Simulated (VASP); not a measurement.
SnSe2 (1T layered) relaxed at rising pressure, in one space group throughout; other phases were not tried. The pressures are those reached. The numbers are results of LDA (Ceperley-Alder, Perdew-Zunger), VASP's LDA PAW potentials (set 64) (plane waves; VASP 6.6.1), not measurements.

```json
[
 {"P (GPa)": "-0.08", "V (Å³/atom)": "24.622", "k-mesh": "7×7×4"},
 {"P (GPa)": "4.96", "V (Å³/atom)": "22.225", "k-mesh": "9×9×6"},
 {"P (GPa)": "9.97", "V (Å³/atom)": "21.010", "k-mesh": "10×10×6"},
 {"P (GPa)": "20.04", "V (Å³/atom)": "19.356", "k-mesh": "10×10×6"},
 {"P (GPa)": "30.02", "V (Å³/atom)": "18.209", "k-mesh": "10×10×6"}
]
```

A change of mesh leaves a small step in the series.

Fit an equation of state and predict the volume at 44.97 GPa.

Least squares on the third-order Birch-Murnaghan form, P = (3B0/2)(y⁷ − y⁵)[1 + (3/4)(B′ − 4)(y² − 1)] with y = (V0/V)^(1/3), gives V0 = 24.486 Å³/atom, B0 = 40 GPa and B′ = 6.6, and so 17.062 Å³/atom. The run gave 16.942 Å³/atom, -0.7 % from the fit.

Pressures at which the relaxation failed are left out.

The compound is SnSe2 in the 1T layered structure.
